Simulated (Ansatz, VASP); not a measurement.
# Ti2Te3Pt in VASP and in Ansatz

```
Ti Te Pt
1.0
     3.94352    0.00000    0.00000
     0.00000    3.94352    0.00000
     0.00000    0.00000    8.11272
Ti Te Pt
2 3 1
Cartesian
  0.0000 1.9718 6.0379
  1.9718 0.0000 2.0748
  1.9718 1.9718 0.0000
  0.0000 1.9718 3.0428
  1.9718 0.0000 5.0699
  0.0000 0.0000 0.0000
```

Change from the starting cell: species swapped into the Hf2CuSb3 type (P-4m2, No. 115).

Alike in both runs: functional PBE; k mesh 4 × 4 × 2; occupations gaussian, width 0.1 eV; no spin polarisation.

Ansatz relaxed the structure, and its values are those at the end. VASP's run is a single point on that final structure, the one shown.

|  | VASP | Ansatz |
| --- | --- | --- |
| version | VASP 6.6.1 | Ansatz 0.2.0 |
| potentials or method | VASP PAW PBE potentials, release 64 (Ti_sv, Te, Pt) | scalar-relativistic, plane waves, PAW |
| plane-wave cutoff (eV) | 520 | 420 |
| valence electrons in the cell | 52 | 90 |

```tsv
	VASP	Ansatz	Ansatz less VASP
gap on the k mesh at the Fermi level (eV)	none	none	-
pressure (GPa)	0.0	0.0	+0.06
```

A gap of «none» marks a metal or a gap that the smearing closes. The two sets of potentials don't hold the same shells in valence.

Caveats: the k mesh is coarse (spacing up to 0.40 Å⁻¹), so the values aren't converged. The runs have no spin-orbit coupling, so splittings on Pt, Te are missing.
